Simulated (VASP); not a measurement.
Wanted: the native input for a VASP 6.6.1 run.

```yaml
Task: relaxation of cell and atoms
Functional: PBEsol
Potentials_or_basis: VASP PAW PBE potentials, release 64 (Ni)
Cutoff: 480 eV
k_mesh: 20 × 20 × 20
Occupations: gaussian, width 0.1 eV
Spin: collinear spin, ferromagnetic start
Starting_moments: "[1.0] μB"
Further_INCAR_settings: ALGO = Normal; EDIFF = 1e-07; IBRION = 2; EDIFFG = -0.005; NSW = 90; ISIF = 3
```

The structure of Ni lies in POSCAR:

```
Ni
1.0
    0.0000000000      1.7756500000      1.7756500000
    1.7756500000      0.0000000000      1.7756500000
    1.7756500000      1.7756500000      0.0000000000
Ni
1
Direct
    0.0000000000      0.0000000000      0.0000000000
```

One way to write it, as run:

INCAR

```
  PREC = Accurate
  ENCUT = 480
  EDIFF = 1E-7
  ISMEAR = 0
  SIGMA = 0.1
  LREAL = False
  LASPH = True
  NELM = 100
  ALGO = Normal
  ISIF = 3
  LWAVE = False
  LCHARG = False
  ISPIN = 2
  MAGMOM = 1
  LORBIT = 11
  LMAXMIX = 4
  GGA = PS
  IBRION = 2
  NSW = 90
  EDIFFG = -0.005
```

KPOINTS

```
Automatic mesh
0
Gamma
  20 20 20
```

Potentials or basis: VASP PAW PBE potentials, release 64 (Ni).

Launch:

```console
$ cat potpaw_PBE.64/Ni/POTCAR > POTCAR
$ mpirun -np 1 vasp_std > vasp.out
```

It gave:

```yaml
Relaxed_volume: 10.38 Å³/atom
Relaxed_cell: a = 2.449 Å, b = 2.449 Å, c = 2.449 Å, α = 60.00°, β = 60.00°, γ = 60.00°
Space_group_after_relaxing_to_0.05_Å: Fm-3m (No. 225)
Energy_gained_by_relaxing: 39.4 meV/atom
Ionic_steps: 6
Pressure_after_relaxing: 0.0 GPa
Band_gap_on_the_k_mesh: none (metal or under the smearing width)
Net_moment: 0.62 μB per cell
Site_moments: Ni +0.63 μB
Valence_electrons_inside_the_program's_atomic_spheres: Ni 9.40
```

Caveat: the PAW data sets were made with another functional, which shifts forces and pressure a little.

It took 120 s on 1 thread of AMD EPYC 9R14 (Zen 4) (shared host), peak memory 0.14 GiB.
